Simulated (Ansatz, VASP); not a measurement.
**MgTl in two plane-wave programs**

Wanted: the spread between two codes on one cell, functional and k mesh. The cell is taken from a series of runs on this material, whose earlier steps may have relaxed, scaled, displaced or heated it; both programs get it as it stands.

Method: plane waves, with VASP 6.6.1 beside it; relaxation of cell and atoms at PBEsol, in Ansatz 0.2.0.

## (1) The structure

The structure is cubic, space group Pm-3m (No. 221). The conventional cell has a = 3.623 Å, b = 3.623 Å, c = 3.623 Å, α = 90.00°, β = 90.00°, γ = 90.00°. Nearest to Mg lie 8 Tl at 3.14 Å. Nearest to Tl lie 8 Mg at 3.14 Å. Farther neighbours are not listed.

## (2) VASP: relaxation of cell and atoms, PBEsol

The relaxed volume is the usual yardstick between codes: in a stiff, nearly cubic crystal its relative difference is about their pressure difference at one cell divided by the bulk modulus.

Lines of VASP's logs that name or quote its potential files are left out, and so is its time.

INCAR reads:

```
SYSTEM = MgTl
PREC = Accurate
ENCUT = 600
EDIFF = 1E-07
NELM = 120
ISMEAR = 1
SIGMA = 0.2
LREAL = .FALSE.
ALGO = Normal
GGA = PS
NBANDS = 13
LORBIT = 11
LWAVE = .FALSE.
LCHARG = .FALSE.
ISIF = 3
IBRION = 2
NSW = 80
EDIFFG = -0.005
LASPH = .TRUE.
GGA_COMPAT = .FALSE.
NELMIN = 4
KPAR = 2
```

POSCAR reads:

```
MgTl
1.0
    3.6231630000      0.0000000000      0.0000000000
    0.0000000000      3.6231630000      0.0000000000
    0.0000000000      0.0000000000      3.6231630000
Mg Tl
1 1
Direct
    0.0000000000      0.0000000000      0.0000000000
    0.5000001380      0.5000001380      0.5000001380
```

KPOINTS reads:

```
Automatic mesh
0
Gamma
12 12 12
0 0 0
```

The projector-augmented-wave data sets are Mg and Tl_d (PBE family, release 64).

The run is started by

```
> mpirun -np 2 vasp_std
```

Numbers of over 12 decimals in the logs are rounded to 6 here.

What it wrote:

```text
[banner, memory and clock lines left out]
running    2 mpi-ranks, on    1 nodes
 distrk:  each k-point on    1 cores,    2 groups
 distr:  one band on    1 cores,    1 groups

 POSCAR found type information on POSCAR MgTl
 POSCAR found :  2 types and       2 ions
|                                                                             |
|               ----> ADVICE to this user running VASP <----                  |
|                                                                             |
|     You enforced a specific xc type in the INCAR file but a different       |
|     [... a line on the potential file left out ...]
|     I HOPE YOU KNOW WHAT YOU ARE DOING!                                     |
|                                                                             |

 LDA part: xc-table for (Slater+PW92), standard interpolation
 POSCAR, INCAR and KPOINTS ok, starting setup
 FFT: planning ... GRIDC
 FFT: planning ... GRID_SOFT
 FFT: planning ... GRID
 WAVECAR not read
 entering main loop
       N       E                     dE             d eps       ncg     rms          rms(c)
DAV:   1     0.598390657323E+02    0.59839E+02   -0.77955E+03  2248   0.109E+03
DAV:   2    -0.359594990267E+01   -0.63435E+02   -0.61229E+02  2589   0.217E+02
DAV:   3    -0.462845867550E+01   -0.10325E+01   -0.10298E+01  2569   0.245E+01
DAV:   4    -0.463401430094E+01   -0.55556E-02   -0.55554E-02  2404   0.202E+00
DAV:   5    -0.463408837076E+01   -0.74070E-04   -0.74070E-04  2549   0.229E-01    0.258E+00
DAV:   6    -0.455925188206E+01    0.74836E-01   -0.74671E-02  2339   0.246E+00    0.174E+00
DAV:   7    -0.453007482755E+01    0.29177E-01   -0.35599E-02  2299   0.166E+00    0.669E-01
DAV:   8    -0.452822955463E+01    0.18453E-02   -0.33349E-03  2459   0.395E-01    0.543E-02
DAV:   9    -0.452819056122E+01    0.38993E-04   -0.22222E-04  2269   0.939E-02    0.237E-02
DAV:  10    -0.452818812688E+01    0.24343E-05   -0.57414E-06  2539   0.182E-02    0.460E-03
DAV:  11    -0.452818831708E+01   -0.19020E-06   -0.30483E-07  2352   0.409E-03    0.118E-03
DAV:  12    -0.452818836252E+01   -0.45446E-07   -0.61156E-08  1282   0.210E-03
   1 F= -.45281884E+01 E0= -.45287462E+01  d E =-.452819E+01
 curvature:   0.00 expect dE= 0.000E+00 dE for cont linesearch  0.000E+00
 trial: gam= 0.00000 g(F)=  0.000E+00 g(S)=  0.808E-04 ort = 0.000E+00 (trialstep = 0.100E+01)
 search vector abs. value=  0.808E-04
 bond charge predicted
       N       E                     dE             d eps       ncg     rms          rms(c)
DAV:   1    -0.452919446056E+01   -0.10061E-02   -0.15400E-02  2274   0.113E+00    0.178E-01
DAV:   2    -0.452833339619E+01    0.86106E-03   -0.17317E-03  2209   0.379E-01    0.544E-02
DAV:   3    -0.452823948986E+01    0.93906E-04   -0.30234E-04  2249   0.154E-01    0.410E-02
DAV:   4    -0.452823602983E+01    0.34600E-05   -0.14094E-05  2264   0.251E-02    0.276E-03
DAV:   5    -0.452823589028E+01    0.13955E-06   -0.32085E-06  2304   0.164E-02    0.350E-03
DAV:   6    -0.452823587398E+01    0.16294E-07   -0.28397E-07  2129   0.496E-03
   2 F= -.45282359E+01 E0= -.45287855E+01  d E =-.475115E-04
 trial-energy change:   -0.000048  1 .order   -0.000045   -0.000081   -0.000010
 step:   1.1198(harm=  1.1429)  dis= 0.00000  next Energy=    -4.528236 (dE=-0.481E-04)
 reached required accuracy - stopping structural energy minimisation
```

Parts of OUTCAR (step 2):

```text
ion  position               nearest neighbor table
   1  0.000  0.000  0.000-   2 3.14   2 3.14   2 3.14   2 3.14   2 3.14   2 3.14   2 3.14   2 3.14

  LATTYP: Found a simple cubic cell.
 ALAT       =     3.6231630000

 Subroutine GETGRP returns: Found 48 space group operations
 (whereof 48 operations were pure point group operations)

The static configuration has the point symmetry O_h .

 Found     84 irreducible k-points:

   k-points           NKPTS =     84   k-points in BZ     NKDIM =     84   number of bands    NBANDS=     13

   dimension x,y,z NGX =    30 NGY =   30 NGZ =   30
   dimension x,y,z NGXF=    60 NGYF=   60 NGZF=   60

   ENCUT  =  600.0 eV  44.10 Ry    6.64 a.u.   7.24  7.24  7.24*2*pi/ulx,y,z

   NELECT =      15.0000    total number of electrons

 k-points in reciprocal lattice and weights: Automatic mesh
   0.00000000  0.00000000  0.00000000       0.001
   0.08333333  0.00000000  0.00000000       0.003
   0.16666667  0.00000000  0.00000000       0.003
   0.25000000  0.00000000  0.00000000       0.003
   0.33333333  0.00000000  0.00000000       0.003
   0.41666667  0.00000000  0.00000000       0.003
   0.50000000  0.00000000  0.00000000       0.002
   0.08333333  0.08333333  0.00000000       0.007
   0.16666667  0.08333333  0.00000000       0.014
[...]
0.50000000  0.50000000  0.41666667       0.003
   0.50000000  0.50000000  0.50000000       0.001

 average (electrostatic) potential at core
       1 -36.5720       2 -83.9075

 E-fermi :   5.5599

 k-point     1 :       0.0000    0.0000    0.0000
  band No.  band energies     occupation
    ...
      2      -6.2005      2.00000
      3      -5.8340      2.00000
      4      -5.8340      2.00000
      5      -5.8340      2.00000
      6      -4.1065      2.00000
      7       8.0111     -0.00000
      8       8.0111     -0.00000
      9       8.0111     -0.00000
     10       9.1048     -0.00000
     11      10.8651      0.00000
    ...

 k-point     2 :       0.0833    0.0000    0.0000
  band No.  band energies     occupation
    ...
      2      -6.1801      2.00000
      3      -5.8433      2.00000
      4      -5.8433      2.00000
      5      -5.8331      2.00000
      6      -4.0248      2.00000
      7       6.8506     -0.00000
      8       8.1046     -0.00000
      9       8.1046     -0.00000
     10       9.6116      0.00000
     11      10.9008      0.00000
    ...

 k-point     3 :       0.1667    0.0000    0.0000
  band No.  band energies     occupation
    ...
      3      -5.8683      2.00000
      4      -5.8683      2.00000
      5      -5.8304      2.00000
      6      -3.7775      2.00000
      7       5.2254      2.03956
      8       8.3793     -0.00000
      9       8.3793     -0.00000
     10       9.9580      0.00000
     11      11.0052      0.00000
     12      13.5387      0.00000
    ...

  Total       -0.0041794     -0.0041794     -0.0041794      0.0000000     -0.0000000      0.0000000
  in kB       -0.1411270     -0.1411270     -0.1411270      0.0000000     -0.0000000      0.0000000
  external PRESSURE =      -0.1411270 kB  Pullay stress =       0.0000000 kB

  energy-cutoff  :      600.00
  volume of cell :       47.45
      direct lattice vectors                 reciprocal lattice vectors
     3.620241769 -0.000000000  0.000000000     0.276224646  0.000000000 -0.000000000
    -0.000000000  3.620241769 -0.000000000     0.000000000  0.276224646  0.000000000
     0.000000000 -0.000000000  3.620241769     0.000000000  0.000000000  0.276224646

 POSITION                                       TOTAL-FORCE (eV/Angst)
 -----------------------------------------------------------------------------------
      0.00000      0.00000      0.00000        -0.000000     -0.000000      0.000000
      1.81012      1.81012      1.81012         0.000000      0.000000      0.000000
 -----------------------------------------------------------------------------------
    total drift:                               -0.000333     -0.000333     -0.000333

  FREE ENERGIE OF THE ION-ELECTRON SYSTEM (eV)
  ---------------------------------------------------
  free  energy   TOTEN  =        -4.5282358740 eV

  energy  without entropy=       -4.5298848668  energy(sigma->0) =       -4.52878554

 reached required accuracy - stopping structural energy minimisation

 total charge
# of ion       s       p       d       tot
------------------------------------------
    1        0.195   0.105   0.016   0.315
    2        1.137   0.568   9.607  11.312
--------------------------------------------------
tot          1.332   0.672   9.623  11.627

[... 3 further parts left out ...]
```

CONTCAR:

```
MgTl
   1.00000000000000
     3.6202417688873205   -0.0000000000000000    0.0000000000000000
    -0.0000000000000000    3.6202417688873205   -0.0000000000000000
     0.0000000000000000   -0.0000000000000000    3.6202417688873205
  Mg              Tl
     1     1
Direct
     0.0000000000000000    0.0000000000000000    0.0000000000000000
     0.5000001379999972    0.5000001379999972    0.5000001379999972
```

## (3) Ansatz: relaxation of cell and atoms, PBEsol

Ansatz runs on its PAW soft_1 files.

The same cell, functional, mesh and smearing now go to Ansatz, which takes its cutoff from its data sets.

input.yaml reads:

```yaml
crystal:
  lattice:
    - [3.6231630959, 0.0, 0.0]
    - [0.0, 3.6231630959, 0.0]
    - [0.0, 0.0, 3.6231630959]
  atoms:
    - { symbol: Mg, position: [0.0, 0.0, 0.0] }
    - { symbol: Tl, position: [0.5, 0.5, 0.5] }
kpoints:
  mp_grid: { grid: [12, 12, 12] }
hamiltonian:
  xc: pbesol
  pseudopotentials: { kind: paw, azcp: { folder: soft_1 }, xc_functional: pbe }
scf:
  occupations: { method: methfessel_paxton, width: 0.2 }
output:
  forces: true
  stress: true
  eigenvalues: true
relax:
  adjacent_minimum: "off"
  f_tol: 0.001
  max_steps: 60
  cell: { stress_tol: 0.01 }
```

The run is started by

```
> ansatz run input.yaml --threads 4 --pin off --max-ram 10240MiB --backend cpu --events-out ev --progress --plain --runs-dir out
```

What it wrote:

```text
Engine: ansatz 0.2.0, aarch64-unknown-linux-gnu
Pseudopotentials: kind: paw
Pseudopotential: Mg, paw, valence charge 10, recommended cutoff 420 eV (normal), soft_1/Mg.paw.azcp
Pseudopotential: Tl, paw, valence charge 13, recommended cutoff 420 eV (normal), soft_1/Tl.paw.azcp
Functional definition: PBEsol
  exchange = pbesol_x
  correlation = pbesol_c
Crystal: 2 atoms, lattice volume = 47.562 Å³
Basis set: ecut = 420 eV, 925 PW (Γ), exchange–correlation on 50×50×50 points (8 copies of the dense FFT grid, shifted against one another)
Bands: 16, of which v1, the nominal top of the filled ones, is band 12 counted from 1 (11 counted from 0)
Symmetry: 48 space group operations
Space group: Pm-3m (ITA 221), of the structure as read, at distance tolerance 3.6e-5 Å
k-points: 84 of 1728
Non-local potential: Mg, projectors of the file, l = 0: 3, l = 1: 2, l = 2: 1
Non-local potential: Tl, projectors of the file, l = 0: 2, l = 1: 2, l = 2: 2, l = 3: 1
PAW form: soft (Blöchl's): semilocal exchange-correlation on the pseudo side does not see the compensation charge
PAW frozen core: Mg, regenerated for the run's functional, and the local potential with it (the file was generated under x = pbe(κ = 0.804, μ = 0.219515), c = pbe(β = 0.066725))
PAW frozen core: Tl, regenerated for the run's functional, and the local potential with it (the file was generated under x = pbe(κ = 0.804, μ = 0.219515), c = pbe(β = 0.066725))
PAW one-centre angular grid: Mg, 110 points (default); XC on 64 Gauss nodes
PAW one-centre angular grid: Tl, 590 points (default); XC on 64 Gauss nodes
Initial density: superposition of atomic densities (chi_scale 0.1, normalization cell, long waves kept (reshape's long-wave potential 0.00 eV rms))
Initial wavefunctions: pseudopotential atomic-orbital guess
Functional: x = pbesol(κ = 0.804, μ = 0.123457), c = pbesol(β = 0.046)
SCF iter   1: F=—  HF=-13209.998059 eV  |F-HF|=—  |Δ(HF+E_count)|=         —  Δρ=2.51e-2  dr2=3.52e-1  ethr=3.10e-3  ⟨swp⟩=5.2  Hψ=6540  notcnv=0
preconditioner: auto → none  [metal: Δε(μ)=0.107 eV  Ē_g=13.118 eV  σ=0.200 eV  W_gap=0.42  n_scr=6 (ndim 8)  ℏωp=20.9 eV  f_vac=0.000  D(μ)=0.62/eV (n_scr^D=0)  sad-step TF]
SCF iter   2: F=—  HF=-13209.910090 eV  |F-HF|=—  |Δ(HF+E_count)|=   8.80e-2  S|Δr|=    0.00e0  Δρ=1.30e-2  dr2=9.40e-2  ethr=1.53e-3  ⟨swp⟩=1.8  Hψ=2278  notcnv=0  defer=4
SCF iter   3: F=—  HF=-13209.890581 eV  |F-HF|=—  |Δ(HF+E_count)|=   1.95e-2  S|Δr|=    0.00e0  Δρ=2.21e-3  dr2=2.18e-3  ethr=4.09e-4  ⟨swp⟩=2.0  Hψ=1821  notcnv=0  defer=5
SCF iter   4: F=—  HF=-13209.890551 eV  |F-HF|=—  |Δ(HF+E_count)|=   3.07e-5  S|Δr|=    0.00e0  Δρ=3.93e-4  dr2=8.26e-5  ethr=9.46e-6  ⟨swp⟩=2.5  Hψ=2403  notcnv=0  defer=23
SCF iter   5: F=—  HF=-13209.890511 eV  |F-HF|=—  |Δ(HF+E_count)|=   3.98e-5  S|Δr|=    0.00e0  Δρ=5.02e-5  dr2=7.63e-7  ethr=3.59e-7  ⟨swp⟩=2.0  Hψ=2280  notcnv=0  defer=23
SCF iter   6: F=-13209.890511 eV  HF=-13209.890511 eV  |F-HF|=1.20e-8  |Δ(HF+E_count)|=   4.52e-7  S|Δr|=    0.00e0  Δρ=4.20e-6  dr2=6.19e-9  ethr=4.35e-10  ⟨swp⟩=7.6  Hψ=6453  notcnv=0
SCF 1 converged in 6 iterations: F = -13209.890511 eV  dr2 = 6.19e-9
  greatest PAW one-centre occupation: 1.000 electrons in one spin orbital (limit 2), on the Mg atom at site 0 (counted from 0), in its partial waves of l = 0
relax step   1: F+E_penalty+E_count = -13209.89051130 eV  Δ(F+E_penalty+E_count) = +0.000e0 eV  max|allowed force component| = 7.741e-30 eV/Å  Δτ_max = 0.0000 Å  P = -0.012 GPa  Ω = 47.562 Å³  (6 SCF iters, dr2 threshold 1.00e-7 eV, accepted)
[...]
relax step   2: F+E_penalty+E_count = -13209.89051290 eV  Δ(F+E_penalty+E_count) = -1.602e-6 eV  max|allowed force component| = 4.076e-30 eV/Å  Δτ_max = 0.0000 Å  P = -0.001 GPa  Ω = 47.549 Å³  energy of the carried Pulay correction = +1.021e-6 eV  (4 SCF iters, dr2 threshold 3.89e-10 eV, accepted)
[...]
relax step   3: F+E_penalty+E_count = -13209.89051221 eV  Δ(F+E_penalty+E_count) = +6.890e-7 eV  max|allowed force component| = 2.939e-29 eV/Å  Δτ_max = 0.0000 Å  P = -0.001 GPa  Ω = 47.549 Å³  stress off target by 1.35e-3 GPa  SCF on the basis re-selected at this cell (its energy is not comparable with the rows above)  (5 SCF iters)
basis re-selected at this cell: Δ(F+E_penalty+E_count) = +6.890e-7 eV, ΔP = -0.000 GPa vs the last step (what re-selecting the basis moved, of the pressure what is left beyond the Pulay correction that the steps carried, after the strain that the cell walked since its last selection, with what the two solves' SCF thresholds leave and, on support functions, any second-order correction that the steps lacked; it is no m [...]
SCF converged after 5 iterations
Stability not checked: this state was not tested for a lower state beside it, because cold or Methfessel-Paxton smearing, or corrected tetrahedra, fill the levels in a way that the test cannot read (fill_not_monotonic; see scf.lower_state_search)
Free energy (F): -13209.890512 eV
Harris-Foulkes:  -13209.890512 eV  (|F-HF|=5.46e-12)
Internal energy: -13209.892200 eV  (E = F + TS)
E sigma→0 (E₀):  -13209.890934 eV
Entropy (-TS):   0.001688 eV (0.844 meV/atom)
Fermi energy:    9.399915 eV
--- Per-component energies (eV) ---
  E_band       = -330.626598
  E_kinetic    = 337.208541
  E_local      = -2439.584506  (includes V_loc(G=0)·N_el)
  E_nonlocal   = 511.888458
  E_hartree    = 851.025284
  E_xc         = -211.078635
  E_vxc        = -158.127041  (∫ρ·V_xc dr)
  E_paw        = -10328.266193  (= ΣΔE_a)
  E_vpaw       = -284.062407  (= ΣTr[D̂ρ^β])
  E_aug_tail   = -0.000209  (compensation charges beyond the density's cutoff)
  E_ewald      = -1931.182137
  E_core_change = 0.097195  (= ΣΔE_core)
  E_smearing   = 0.001688  (= −TS)
  E_closure    = 0.000000  (closes the sum)
  Σ components = -13209.890512   (vs F -13209.890512, Δ=0.00e0)
--- Forces (eV/Å), atoms counted from 1 ---
  atom   1  Mg     0.00000000    -0.00000000    -0.00000000
  atom   2  Tl     0.00000000     0.00000000    -0.00000000
  max |Σ_I F_I| component: 5.90e-29 eV/Å
--- Stress (GPa, compression-positive) ---
       -0.001350       0.000000      -0.000000
        0.000000      -0.001350      -0.000000
       -0.000000      -0.000000      -0.001350
  P = ⅓ Tr σ = -0.0013 GPa (-0.013 kbar)
--- Band table (eV; the first three rows and the last of 84) ---
  k-point 0: bands = [... 8 lower, -1.9949, -0.2508, 11.8485, 11.8485, 11.8485, 12.9241, 14.6932, 14.6932]
  k-point 1: bands = [... 8 lower, -1.9939, -0.1689, 10.6874, 11.9418, 11.9418, 13.4333, 14.7291, 15.5301]
  k-point 2: bands = [... 8 lower, -1.9912, 0.0783, 9.0655, 12.2160, 12.2160, 13.7802, 14.8342, 17.3600]
  k-point 83: bands = [... 8 lower, -1.7878, 5.7696, 9.1098, 9.1098, 9.1098, 11.5002, 11.5002, 11.5002]
--- Relaxed structure (2 steps of the walk, 2 accepted, 1 SCFs on fresh bases) ---
  F+E_penalty+E_count = -13209.89051221 eV   max|allowed force component| = 2.939e-29 eV/Å   (the final SCF, on the basis selected at the relaxed cell)
  cell:  # Å, volume = 47.5490 Å³
    - [3.622822, 0, 0]
    - [0, 3.622822, 0]
    - [0, 0, 3.622822]
  atoms:
    - { symbol: Mg, position: [0, 0, 0] }
    - { symbol: Tl, position: [0.500000, 0.500000, 0.500000] }
```

## (4) Comparison

Known differences besides the potentials themselves: the data sets hold 23 valence electrons in Ansatz (on its PAW soft_1 files) and 15 in VASP; the cutoff is 420 eV in Ansatz and 600 eV in VASP; Ansatz makes its cores anew for this functional, VASP keeps those of its PBE data sets; Ansatz adds a Pulay correction to the stress that steers its cell, VASP none. Total energies have different zeros and are not compared.

Both answers:

| quantity | Ansatz | VASP | difference |
| --- | --- | --- | --- |
| volume (Å³) | 47.55 | 47.45 | +0.21 % |
| edge a after relaxation, in the typed setting (Å) | 3.623 | 3.620 | +0.07 % |

## (5) Summary of results

| Property | Result |
| --- | --- |
| difference in volume (relaxation of cell and atoms, PBEsol) | 0.21 % |

In words: The difference in volume is 0.21 % (relaxation of cell and atoms, PBEsol), within the 1.2 % picked in this series as the mark of a large difference, as far as the stopping tolerances let one tell. The data sets hold unlike numbers of valence electrons (23 in Ansatz and 15 in VASP), so part of the differences comes from the potentials. How closely two codes agree says nothing of how well the functional describes the real material.

[Lines on the potential files, build, host, timing and source positions are cut from VASP's logs without a mark.]

[Logs are printed without paths, hosts, clocks, repeated set-up lines and the standing remarks that a program may print on its own settings, such as how far it seeks lower states.]

[Hosts, paths, dates, database ids (printed as entryN), source tags and the programs' standing remarks are cut or masked in the printed files.]
